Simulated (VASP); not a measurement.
Elastic constants (GPa) of a crystal from LDA (Ceperley-Alder, Perdew-Zunger), VASP's LDA PAW potentials (set 64) (VASP):

|  | xx | yy | zz | yz | xz | xy |
|---|---|---|---|---|---|---|
| xx | 62.6 | 21.2 | 21.2 | 0.0 | 0.0 | 0.0 |
| yy | 21.2 | 62.6 | 21.2 | 0.0 | 0.0 | 0.0 |
| zz | 21.2 | 21.2 | 62.6 | 0.0 | 0.0 | 0.0 |
| yz | 0.0 | 0.0 | 0.0 | 20.3 | 0.0 | 0.0 |
| xz | 0.0 | 0.0 | 0.0 | 0.0 | 20.3 | 0.0 |
| xy | 0.0 | 0.0 | 0.0 | 0.0 | 0.0 | 20.3 |

Problem. Work out the Voigt, Reuss and Hill moduli, Young's modulus and Poisson's ratio.

Solution. All eigenvalues are positive (smallest 20.3 GPa), so the crystal is stable. K_V = (C11+C22+C33+2(C12+C13+C23))/9 = (187.8 + 2×63.6)/9 = 35.0 GPa; G_V = (187.8 − 63.6 + 3×60.9)/15 = 20.5 GPa. From the compliances, K_R = 35.0 GPa and G_R = 20.5 GPa. Hill: K = 35.0 GPa, G = 20.5 GPa, E = 9KG/(3K+G) = 51.4 GPa, ν = (3K−2G)/(2(3K+G)) = 0.255. K/G = 1.71, below Pugh's 1.75; universal anisotropy A^U = 0.00.

Problem. With a density of 2.01 g/cm³, what are the mean sound speeds?

Solution. v_l = √((K+4G/3)/ρ) = 5.57 km/s and v_t = √(G/ρ) = 3.19 km/s. The crystal is Na₂S (antifluorite), cubic.

The compound is Na2S in the antifluorite structure. It was relaxed first, which changed the volume by -8 %.
